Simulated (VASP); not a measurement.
Band gaps of RbBr (rock salt) from VASP (PAW), without and with spin-orbit coupling. Semilocal levels are at their own relaxed cell, hybrids and mBJ at PBE's; 0.00 means no gap at that level.

The cell of the PBEsol run:

Space group Fm-3m (No. 225); a = b = c = 6.846 Å, α = β = γ = 90.00°

| atom | site | symmetry | x | y | z |
|---|---|---|---|---|---|
| Rb | 4a | m-3m | 0.0000 | 0.0000 | 0.0000 |
| Br | 4b | m-3m | 0.5000 | 0.5000 | 0.5000 |
(The calculation used a cell of 2 atoms; values per cell refer to that cell.)

```json
[
 {"level": "PBEsol", "gap without SOC (eV)": "4.22", "gap with SOC (eV)": "[?]", "shift (eV)": "[?]"}
]
```

**Question.** Complete the blanks.

**Answer.** 
- PBEsol, gap with SOC (eV): 4.06
- PBEsol, shift (eV): -0.16

Only levels that ran to the end are used. Left out are those held back, those with too coarse a band path, GW runs whose mesh misses a band edge, hybrids' fits of cells that aren't cubic and levels without matching references; a question may draw on a part of the rest.

The compound is RbBr in the rock salt structure. It was relaxed first. Symmetry was kept, so distortions that lower it aren't found.
